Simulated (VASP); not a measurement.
Level of theory: PBE GGA with D4 dispersion, VASP's PBE PAW potentials (set 64) (plane waves; VASP).

VASP ran on this input.

File POSCAR:
```
LiF
1
    0.0000000000     1.9961391911     1.9961391911
    1.9961391911     0.0000000000     1.9961391911
    1.9961391911     1.9961391911     0.0000000000
Li F
1 1
Direct
  1.0000000000   0.0000000000   0.0000000000
  0.5000000000   0.5000000000   0.5000000000
```

**KPOINTS**
```
Automatic mesh
0
G
11 11 11
0 0 0
```

### INCAR
```
SYSTEM  =  LiF
PREC  =  Accurate; ENCUT  =  520; LREAL  =  .False.
LASPH  =  .True.
EDIFF  =  1E-7; NELM  =  100; ALGO  =  Normal
ISMEAR  =  0; SIGMA  =  0.05
GGA  =  PE; IVDW  =  13
ISIF  =  2
LWAVE  =  .False.; LCHARG  =  .False.
```

POTCAR, in this order: Li_sv F (PBE.64 set). Program: vasp_std.

Question: Estimate the energy per atom (σ→0), dispersion energy, pressure, band gap (on the k-mesh).

Answer: 
| Quantity | Value |
|---|---|
| energy per atom (σ→0) | -4.879 eV/atom |
| dispersion energy | -129 meV |
| band gap (on the k-mesh) | 9.33 eV |
| pressure | 2.51 GPa |

OSZICAR:
```
...
DAV:   7    -0.962203534763E+01   -0.42137E-02   -0.20127E-02  1396   0.158E+00    0.850E-01
DAV:   8    -0.962874154102E+01   -0.67062E-02   -0.15762E-02  1372   0.164E+00    0.974E-02
DAV:   9    -0.962883049907E+01   -0.88958E-04   -0.82762E-04  1106   0.316E-01    0.408E-02
DAV:  10    -0.962889134317E+01   -0.60844E-04   -0.13671E-04  1117   0.113E-01    0.701E-03
DAV:  11    -0.962889366794E+01   -0.23248E-05   -0.24941E-06  1387   0.211E-02    0.171E-03
DAV:  12    -0.962889388192E+01   -0.21398E-06   -0.52372E-07  1123   0.854E-03    0.965E-04
DAV:  13    -0.962889391151E+01   -0.29595E-07   -0.47656E-08   773   0.234E-03
   1 F= -.97577458E+01 E0= -.97577458E+01  d E =-.197989E-29
```

The compound is LiF in the rock salt structure. This cell is one point of a volume scan, at 0.97 of the reference volume.
